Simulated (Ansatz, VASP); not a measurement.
# Al6Si in two plane-wave programs, part 2 of 2

One calculation is typed for both programs; each brings its own data sets. How far apart do they land? The cell is generated by rule, not measured, and may not be a known phase. The cell is taken from a series of runs on this material, whose earlier steps may have relaxed, scaled, displaced or heated it; both programs get it as it stands.

VASP 6.6.1 and Ansatz 0.2.0.

So far: The structure; Ansatz: zone-centre phonons, PBEsol.

## 3. VASP: zone-centre phonons, PBEsol

Level of this step: PBEsol; plane waves and PAW (Si, Al); invented cell (VASP).

The same cell, functional, mesh and smearing now go to VASP, with its own data sets.

Lines of VASP's logs that name or quote its potential files are left out, and so is its time.

INCAR

```
SYSTEM = Al6Si
PREC = Accurate
ENCUT = 500
EDIFF = 1E-08
NELM = 120
ISMEAR = 1
SIGMA = 0.15
LREAL = .FALSE.
ALGO = Normal
GGA = PS
NBANDS = 18
LORBIT = 11
LWAVE = .FALSE.
LCHARG = .FALSE.
ISIF = 2
IBRION = 8
LASPH = .TRUE.
GGA_COMPAT = .FALSE.
KPAR = 2
```

POSCAR

```
Al6Si
1.0
    6.1489135354      0.0000000000      0.0000000000
    0.0000000000      6.1489135354      0.0000000000
    0.0000000000      0.0000000000      6.1489135354
Si Al
1 6
Direct
    0.0000000000      0.0000000000      0.0000000000
    0.1974385139      0.5000000000      0.5000000000
    0.5000000000      0.1974385139      0.5000000000
    0.8025614861      0.5000000000      0.5000000000
    0.5000000000      0.8025614861      0.5000000000
    0.5000000000      0.5000000000      0.1974385139
    0.5000000000      0.5000000000      0.8025614861
```

KPOINTS

```
Automatic mesh
0
Gamma
6 6 6
0 0 0
```

PAW data sets: Si and Al (PBE family, release 64).

Run with:

```sh
mpirun -np 2 vasp_std
```

Numbers of over 12 decimals in the logs are rounded to 6 here.

What it wrote:

```text
[banner, memory and clock lines left out]
running    2 mpi-ranks, on    1 nodes
 distrk:  each k-point on    1 cores,    2 groups
 distr:  one band on    1 cores,    1 groups

 POSCAR found type information on POSCAR SiAl
 POSCAR found :  2 types and       7 ions
|                                                                             |
|               ----> ADVICE to this user running VASP <----                  |
|                                                                             |
|     You enforced a specific xc type in the INCAR file but a different       |
|     [... a line on the potential file left out ...]
|     I HOPE YOU KNOW WHAT YOU ARE DOING!                                     |
|                                                                             |

 LDA part: xc-table for (Slater+PW92), standard interpolation
 POSCAR, INCAR and KPOINTS ok, starting setup
 FFT: planning ... GRIDC
 FFT: planning ... GRID_SOFT
 FFT: planning ... GRID
 WAVECAR not read
 entering main loop
       N       E                     dE             d eps       ncg     rms          rms(c)
DAV:   1     0.327098801296E+02    0.32710E+02   -0.67646E+03   720   0.859E+02
DAV:   2    -0.231212089883E+02   -0.55831E+02   -0.54056E+02   930   0.112E+02
DAV:   3    -0.255570667031E+02   -0.24359E+01   -0.24170E+01   946   0.236E+01
DAV:   4    -0.256093008453E+02   -0.52234E-01   -0.52202E-01  1052   0.408E+00
DAV:   5    -0.256105704123E+02   -0.12696E-02   -0.12695E-02  1010   0.557E-01    0.647E+00
DAV:   6    -0.220828417454E+02    0.35277E+01   -0.16775E+01   792   0.948E+00    0.319E+00
DAV:   7    -0.220730031221E+02    0.98386E-02   -0.38584E+00   756   0.438E+00    0.219E+00
DAV:   8    -0.219988375645E+02    0.74166E-01   -0.27482E+00   780   0.256E+00    0.159E+00
DAV:   9    -0.219457691848E+02    0.53068E-01   -0.14954E+00   774   0.190E+00    0.939E-01
DAV:  10    -0.219049779548E+02    0.40791E-01   -0.17825E-01   792   0.826E-01    0.176E-01
DAV:  11    -0.219050988172E+02   -0.12086E-03   -0.51890E-03   834   0.308E-01    0.148E-01
DAV:  12    -0.219049776021E+02    0.12122E-03   -0.57172E-03   828   0.127E-01    0.895E-02
DAV:  13    -0.219047304838E+02    0.24712E-03   -0.15492E-03   790   0.881E-02    0.267E-02
DAV:  14    -0.219047269458E+02    0.35380E-05   -0.87351E-05   832   0.364E-02    0.214E-02
DAV:  15    -0.219047252449E+02    0.17009E-05   -0.83431E-06   870   0.131E-02    0.140E-02
DAV:  16    -0.219047235728E+02    0.16721E-05   -0.30355E-06   880   0.530E-03    0.416E-03
DAV:  17    -0.219047235096E+02    0.63220E-07   -0.62046E-07   778   0.324E-03    0.316E-03
DAV:  18    -0.219047233874E+02    0.12216E-06   -0.92054E-07   782   0.242E-03    0.316E-04
DAV:  19    -0.219047233908E+02   -0.34401E-08   -0.47968E-08   758   0.879E-04
   1 F= -.21904723E+02 E0= -.21902379E+02  d E =-.703435E-02
 Linear response reoptimize wavefunctions to high precision
DAV:   1    -0.219047233790E+02    0.11802E-07   -0.14693E-08   694   0.284E-04
DAV:   2    -0.219047233791E+02   -0.37630E-10   -0.47857E-10   418   0.118E-04
 Linear response DOF=           3
 Linear response progress:
  Degree of freedom:   1/  3
       N       E                     dE             d eps       ncg     rms          rms(c)
RMM:   1    -0.181953976669E-01   -0.18195E-01    0.13000E-02  2846   0.484E-01
RMM:   2    -0.184744145589E-01   -0.27902E-03   -0.71647E-04  2187   0.106E-01    0.203E-02
RMM:   3    -0.183430231127E-01    0.13139E-03   -0.38566E-05  2247   0.237E-02    0.111E-02
RMM:   4    -0.182304486498E-01    0.11257E-03   -0.80307E-06  2248   0.109E-02    0.377E-03
RMM:   5    -0.182042855959E-01    0.26163E-04   -0.10067E-06  2244   0.490E-03    0.105E-03
RMM:   6    -0.182055941829E-01   -0.13086E-05   -0.59038E-08  2362   0.926E-04    0.669E-04
RMM:   7    -0.182091268005E-01   -0.35326E-05   -0.46484E-08  2211   0.771E-04    0.231E-04
RMM:   8    -0.182093872516E-01   -0.26045E-06   -0.38340E-09  2355   0.233E-04    0.634E-05
RMM:   9    -0.182093895406E-01   -0.22890E-08   -0.25144E-09  2390   0.932E-05    0.197E-05
 first order change of Fermi-energy   0.40800E-03
 force on displaced ion       1 direction 1 :   1.719   0.000  -0.000
 Linear response progress:
  Degree of freedom:   2/  3
       N       E                     dE             d eps       ncg     rms          rms(c)
RMM:   1    -0.106265566020E-01   -0.10627E-01    0.22382E-02  3594   0.515E-01
RMM:   2    -0.947220003787E-02    0.11544E-02   -0.69883E-04  2271   0.128E-01    0.872E-02
RMM:   3    -0.959956468588E-02   -0.12736E-03   -0.10207E-03  2195   0.923E-02    0.949E-02
RMM:   4    -0.934445666193E-02    0.25511E-03   -0.18991E-04  2229   0.400E-02    0.313E-02
RMM:   5    -0.941270299842E-02   -0.68246E-04   -0.50740E-05  2257   0.205E-02    0.128E-02
RMM:   6    -0.945231376376E-02   -0.39611E-04   -0.87822E-06  2323   0.835E-03    0.192E-03
RMM:   7    -0.945433357212E-02   -0.20198E-05   -0.15649E-06  2359   0.236E-03    0.579E-04
RMM:   8    -0.945435440106E-02   -0.20829E-07   -0.43747E-07  2411   0.656E-04    0.262E-04
RMM:   9    -0.945414261831E-02    0.21178E-06   -0.71321E-09  2366   0.271E-04    0.545E-05
RMM:  10    -0.945424690781E-02   -0.10429E-06   -0.35030E-08  2476   0.100E-04    0.252E-05
RMM:  11    -0.945425064885E-02   -0.37410E-08    0.40071E-09  2410   0.508E-05    0.749E-06
 first order change of Fermi-energy  -0.22021E+00
 force on displaced ion       2 direction 1 : -14.717   0.000  -0.000
 Linear response progress:
  Degree of freedom:   3/  3
       N       E                     dE             d eps       ncg     rms          rms(c)
RMM:   1    -0.890453073266E-02   -0.89045E-02    0.10788E-02  7100   0.448E-01
RMM:   2    -0.806829626885E-02    0.83623E-03   -0.62808E-04  4400   0.119E-01    0.514E-02
RMM:   3    -0.798660580856E-02    0.81690E-04   -0.29128E-04  4479   0.545E-02    0.250E-02
RMM:   4    -0.800255450693E-02   -0.15949E-04   -0.60057E-05  4691   0.246E-02    0.104E-02
RMM:   5    -0.799586613909E-02    0.66884E-05   -0.55592E-06  4638   0.929E-03    0.341E-03
RMM:   6    -0.799536558369E-02    0.50056E-06   -0.55206E-07  4802   0.266E-03    0.225E-03
RMM:   7    -0.799377626416E-02    0.15893E-05   -0.33886E-07  4737   0.169E-03    0.700E-04
RMM:   8    -0.799076324007E-02    0.30130E-05   -0.19829E-08  4738   0.855E-04    0.220E-04
RMM:   9    -0.799081972099E-02   -0.56481E-07    0.35414E-09  4915   0.230E-04    0.604E-05
RMM:  10    -0.799099564128E-02   -0.17592E-06   -0.78536E-09  4986   0.753E-05    0.249E-05
RMM:  11    -0.799104148032E-02   -0.45839E-07   -0.21225E-09  5032   0.379E-05    0.381E-06
RMM:  12    -0.799102567785E-02    0.15802E-07   -0.42606E-09  5241   0.208E-05    0.156E-06
RMM:  13    -0.799102624631E-02   -0.56846E-09   -0.35792E-09  4842   0.148E-05    0.411E-07
 first order change of Fermi-energy   0.23448E-03
 force on displaced ion       2 direction 2 :   0.004  -2.632   0.000
 Linear response finished
```

From OUTCAR (step 3):

```text
ion  position               nearest neighbor table
   1  0.000  0.000  0.000-
   2  0.197  0.500  0.500-   4 2.43   3 2.63   5 2.63   6 2.63   7 2.63
   3  0.500  0.197  0.500-   5 2.43   4 2.63   2 2.63   6 2.63   7 2.63
   4  0.803  0.500  0.500-   2 2.43   3 2.63   5 2.63   6 2.63   7 2.63
   5  0.500  0.803  0.500-   3 2.43   2 2.63   4 2.63   6 2.63   7 2.63
   6  0.500  0.500  0.197-   7 2.43   3 2.63   4 2.63   5 2.63   2 2.63
   7  0.500  0.500  0.803-   6 2.43   3 2.63   4 2.63   5 2.63   2 2.63

  LATTYP: Found a simple cubic cell.
 ALAT       =     6.1489135354

 Subroutine GETGRP returns: Found 48 space group operations
 (whereof 48 operations were pure point group operations)

The static configuration has the point symmetry O_h .

 Found     20 irreducible k-points:

   k-points           NKPTS =     20   k-points in BZ     NKDIM =     20   number of bands    NBANDS=     18

   dimension x,y,z NGX =    48 NGY =   48 NGZ =   48
   dimension x,y,z NGXF=    96 NGYF=   96 NGZF=   96

   ENCUT  =  500.0 eV  36.75 Ry    6.06 a.u.  11.21 11.21 11.21*2*pi/ulx,y,z

   NELECT =      22.0000    total number of electrons

 k-points in reciprocal lattice and weights: Automatic mesh
   0.00000000  0.00000000  0.00000000       0.005
   0.16666667  0.00000000  0.00000000       0.028
   0.33333333  0.00000000  0.00000000       0.028
   0.50000000  0.00000000  0.00000000       0.014
   0.16666667  0.16666667  0.00000000       0.056
   0.33333333  0.16666667  0.00000000       0.111
   0.50000000  0.16666667  0.00000000       0.056
   0.33333333  0.33333333  0.00000000       0.056
   0.50000000  0.33333333  0.00000000       0.056
[...]
0.50000000  0.50000000  0.33333333       0.028
   0.50000000  0.50000000  0.50000000       0.005

 average (electrostatic) potential at core
       1 -89.2573       2 -77.9816       3 -77.9816       4 -77.9816       5 -77.9816
       6 -77.9816       7 -77.9816

  Total        0.0666387      0.0666387      0.0666387      0.0000000     -0.0000000     -0.0000000
  in kB        0.4592424      0.4592424      0.4592424      0.0000000     -0.0000000     -0.0000000
  external PRESSURE =       0.4592424 kB  Pullay stress =       0.0000000 kB

  energy-cutoff  :      500.00
  volume of cell :      232.49
      direct lattice vectors                 reciprocal lattice vectors
     6.148913535  0.000000000  0.000000000     0.162630356  0.000000000  0.000000000
     0.000000000  6.148913535  0.000000000     0.000000000  0.162630356  0.000000000
     0.000000000  0.000000000  6.148913535     0.000000000  0.000000000  0.162630356

 POSITION                                       TOTAL-FORCE (eV/Angst)
 -----------------------------------------------------------------------------------
[...]
4.93488      3.07446      3.07446        -0.001509     -0.000000     -0.000000
      3.07446      4.93488      3.07446        -0.000000     -0.001509      0.000000
      3.07446      3.07446      1.21403        -0.000000     -0.000000      0.001509
      3.07446      3.07446      4.93488        -0.000000     -0.000000     -0.001509
 -----------------------------------------------------------------------------------
    total drift:                                0.000000      0.000000     -0.000000

 Eigenvectors and eigenvalues of the dynamical matrix
 ----------------------------------------------------

   1 f  =   16.634778 THz   104.519395 2PiTHz  554.876481 cm-1    68.795885 meV
             X         Y         Z           dx          dy          dz
      0.000000  0.000000  0.000000     0.000000    0.000000    0.000000
      1.214032  3.074457  3.074457    -0.408248    0.000000   -0.000000
      3.074457  1.214032  3.074457    -0.000000   -0.408248    0.000000
      4.934881  3.074457  3.074457     0.408248   -0.000000   -0.000000
      3.074457  4.934881  3.074457     0.000000    0.408248   -0.000000
      3.074457  3.074457  1.214032    -0.000000   -0.000000   -0.408248
      3.074457  3.074457  4.934881     0.000000    0.000000    0.408248

   2 f  =   13.368970 THz    83.999716 2PiTHz  445.940841 cm-1    55.289593 meV
             X         Y         Z           dx          dy          dz
      0.000000  0.000000  0.000000     0.000000    0.000000    0.000000
      1.214032  3.074457  3.074457    -0.288675    0.000000   -0.000000
      3.074457  1.214032  3.074457    -0.000000   -0.288675   -0.000000
      4.934881  3.074457  3.074457     0.288675   -0.000000   -0.000000
      3.074457  4.934881  3.074457     0.000000    0.288675   -0.000000
      3.074457  3.074457  1.214032    -0.000000    0.000000    0.577350
      3.074457  3.074457  4.934881     0.000000    0.000000   -0.577350

   3 f  =   13.368970 THz    83.999716 2PiTHz  445.940841 cm-1    55.289593 meV
             X         Y         Z           dx          dy          dz
      0.000000  0.000000  0.000000     0.000000   -0.000000   -0.000000
      1.214032  3.074457  3.074457    -0.500000    0.000000    0.000000
      3.074457  1.214032  3.074457     0.000000    0.500000    0.000000
      4.934881  3.074457  3.074457     0.500000    0.000000    0.000000
      3.074457  4.934881  3.074457     0.000000   -0.500000   -0.000000
      3.074457  3.074457  1.214032     0.000000    0.000000   -0.000000
      3.074457  3.074457  4.934881     0.000000    0.000000    0.000000

   4 f  =    9.170107 THz    57.617484 2PiTHz  305.881857 cm-1    37.924500 meV
             X         Y         Z           dx          dy          dz
      0.000000  0.000000  0.000000    -0.000713   -0.000400    0.000039
      1.214032  3.074457  3.074457     0.503049   -0.141049    0.013698
      3.074457  1.214032  3.074457    -0.251297    0.282354    0.013698
      4.934881  3.074457  3.074457     0.503049   -0.141049    0.013698
      3.074457  4.934881  3.074457    -0.251297    0.282354    0.013698
      3.074457  3.074457  1.214032    -0.251297   -0.141049   -0.027421
      3.074457  3.074457  4.934881    -0.251297   -0.141049   -0.027421

   5 f  =    9.170107 THz    57.617484 2PiTHz  305.881857 cm-1    37.924500 meV
             X         Y         Z           dx          dy          dz
      0.000000  0.000000  0.000000     0.000028    0.000030    0.000818
      1.214032  3.074457  3.074457    -0.019668    0.010478    0.288143
      3.074457  1.214032  3.074457     0.009825   -0.020976    0.288143
      4.934881  3.074457  3.074457    -0.019668    0.010478    0.288143
      3.074457  4.934881  3.074457     0.009825   -0.020976    0.288143
      3.074457  3.074457  1.214032     0.009825    0.010478   -0.576808
      3.074457  3.074457  4.934881     0.009825    0.010478   -0.576808

   6 f  =    9.170107 THz    57.617484 2PiTHz  305.881857 cm-1    37.924500 meV
             X         Y         Z           dx          dy          dz
      0.000000  0.000000  0.000000    -0.000401    0.000714   -0.000012
      1.214032  3.074457  3.074457     0.283000    0.251452   -0.004324
      3.074457  1.214032  3.074457    -0.141372   -0.503359   -0.004324
      4.934881  3.074457  3.074457     0.283000    0.251452   -0.004324
      3.074457  4.934881  3.074457    -0.141372   -0.503359   -0.004324
      3.074457  3.074457  1.214032    -0.141372    0.251452    0.008655
      3.074457  3.074457  4.934881    -0.141372    0.251452    0.008655

   7 f  =    6.985092 THz    43.888626 2PiTHz  232.997582 cm-1    28.888005 meV
             X         Y         Z           dx          dy          dz
      0.000000  0.000000  0.000000    -0.000000   -0.000000   -0.000000
      1.214032  3.074457  3.074457     0.000000   -0.471887    0.107252
      3.074457  1.214032  3.074457    -0.471887    0.000000   -0.125778
      4.934881  3.074457  3.074457    -0.000000    0.471887   -0.107252
      3.074457  4.934881  3.074457     0.471887    0.000000    0.125778
      3.074457  3.074457  1.214032     0.107252   -0.125778    0.000000
      3.074457  3.074457  4.934881    -0.107252    0.125778   -0.000000

   8 f  =    6.985092 THz    43.888626 2PiTHz  232.997582 cm-1    28.888005 meV
             X         Y         Z           dx          dy          dz
      0.000000  0.000000  0.000000    -0.000000    0.000000   -0.000000
      1.214032  3.074457  3.074457     0.000000    0.157250    0.408536
      3.074457  1.214032  3.074457     0.157250    0.000000   -0.241600
      4.934881  3.074457  3.074457     0.000000   -0.157250   -0.408536
      3.074457  4.934881  3.074457    -0.157250    0.000000    0.241600
      3.074457  3.074457  1.214032     0.408536   -0.241600   -0.000000
      3.074457  3.074457  4.934881    -0.408536    0.241600   -0.000000

   9 f  =    6.985092 THz    43.888626 2PiTHz  232.997582 cm-1    28.888005 meV
             X         Y         Z           dx          dy          dz
      0.000000  0.000000  0.000000    -0.000000    0.000000   -0.000000
      1.214032  3.074457  3.074457    -0.000000    0.050946   -0.267573
      3.074457  1.214032  3.074457     0.050946   -0.000000   -0.419296
      4.934881  3.074457  3.074457    -0.000000   -0.050946    0.267573
      3.074457  4.934881  3.074457    -0.050946   -0.000000    0.419296
      3.074457  3.074457  1.214032    -0.267573   -0.419296   -0.000000
      3.074457  3.074457  4.934881     0.267573    0.419296    0.000000

  10 f  =    4.971057 THz    31.234075 2PiTHz  165.816627 cm-1    20.558632 meV
             X         Y         Z           dx          dy          dz
      0.000000  0.000000  0.000000    -0.000000    0.000000   -0.000000
      1.214032  3.074457  3.074457    -0.000000   -0.212956   -0.257668
      3.074457  1.214032  3.074457     0.371829    0.000000    0.257668
      4.934881  3.074457  3.074457    -0.000000   -0.212956   -0.257668
      3.074457  4.934881  3.074457     0.371829    0.000000    0.257668
      3.074457  3.074457  1.214032    -0.371829    0.212956   -0.000000
      3.074457  3.074457  4.934881    -0.371829    0.212956   -0.000000

  11 f  =    4.971057 THz    31.234075 2PiTHz  165.816627 cm-1    20.558632 meV
             X         Y         Z           dx          dy          dz
      0.000000  0.000000  0.000000     0.000000   -0.000000   -0.000000
      1.214032  3.074457  3.074457     0.000000    0.267686    0.259524
      3.074457  1.214032  3.074457     0.333154    0.000000   -0.259524
      4.934881  3.074457  3.074457     0.000000    0.267686    0.259524
      3.074457  4.934881  3.074457     0.333154    0.000000   -0.259524
      3.074457  3.074457  1.214032    -0.333154   -0.267686   -0.000000
      3.074457  3.074457  4.934881    -0.333154   -0.267686   -0.000000

  12 f  =    4.971057 THz    31.234075 2PiTHz  165.816627 cm-1    20.558632 meV
             X         Y         Z           dx          dy          dz
      0.000000  0.000000  0.000000     0.000000   -0.000000    0.000000
      1.214032  3.074457  3.074457     0.000000   -0.364684    0.340961
      3.074457  1.214032  3.074457     0.027414   -0.000000   -0.340961
      4.934881  3.074457  3.074457     0.000000   -0.364684    0.340961
    [... 91 further lines ...]
      3.074457  3.074457  1.214032     0.059479   -0.145436   -0.000274
      3.074457  3.074457  4.934881     0.059479   -0.145436   -0.000274

 ELASTIC MODULI CONTR FROM IONIC RELAXATION (kBar)
 Direction    XX          YY          ZZ          XY          YZ          ZX
 --------------------------------------------------------------------------------
 XX         -77.5252     30.0027     30.0027     -0.0000     -0.0000     -0.0000
 YY          30.0027    -77.5252     30.0027      0.0000      0.0000      0.0000
 ZZ          30.0027     30.0027    -77.5252     -0.0000      0.0000      0.0000
 XY          -0.0000      0.0000     -0.0000   -201.0368     -0.0000      0.0000
 YZ          -0.0000      0.0000      0.0000      0.0000   -201.0368      0.0000
 ZX          -0.0000      0.0000      0.0000      0.0000      0.0000   -201.0368
 --------------------------------------------------------------------------------
```

## 4. Side by side

Known differences besides the potentials themselves: the cutoff is 420 eV in Ansatz and 500 eV in VASP; Ansatz makes its cores anew for this functional, VASP keeps those of its PBE data sets. Total energies have different zeros and are not compared.

Compared:

| quantity | Ansatz | VASP | difference |
| --- | --- | --- | --- |
| optical mode 1 to 3 (imaginary, printed as negative) (cm⁻¹) | -143.1 | -139.7 | -3.3 |
| optical mode 4 to 6 (imaginary, printed as negative) (cm⁻¹) | -69.6 | -70.0 | +0.4 |
| optical mode 7 to 9 (cm⁻¹) | 165.4 | 165.8 | -0.23 % |
| optical mode 10 to 12 (cm⁻¹) | 232.0 | 233.0 | -0.42 % |
| optical mode 13 to 15 (cm⁻¹) | 304.9 | 305.9 | -0.31 % |
| optical mode 16 to 17 (cm⁻¹) | 445.7 | 445.9 | -0.06 % |
| optical mode 18 (cm⁻¹) | 553.5 | 554.9 | -0.25 % |

Modes are paired by rising frequency, not by their patterns, so a pair may set unlike modes beside each other; they are those without the splitting of longitudinal modes.

## 5. Results

```json
{"r.m.s. difference of the optical zone-centre modes, each program's sorted by frequency (zone-centre phonons, PBEsol)": "1.5 cm⁻¹"}
```

In words: The r.m.s. difference of the optical zone-centre modes, each program's sorted by frequency is 1.5 cm⁻¹ (zone-centre phonons, PBEsol). VASP runs on this material, other cells of it included, that failed, so that no pair exists: relaxation of cell and atoms, PBEsol (not converged). Such differences can come from data sets, numerical settings and the points named under the comparisons, not from the functional's error against experiment.

[Lines on the potential files, build, host, timing and source positions are cut from VASP's logs without a mark.]

[Logs are printed without paths, hosts, clocks, repeated set-up lines and the standing remarks that a program may print on its own settings, such as how far it seeks lower states.]

[Hosts, paths, dates, database ids (printed as entryN), source tags and the programs' standing remarks are cut or masked in the printed files.]
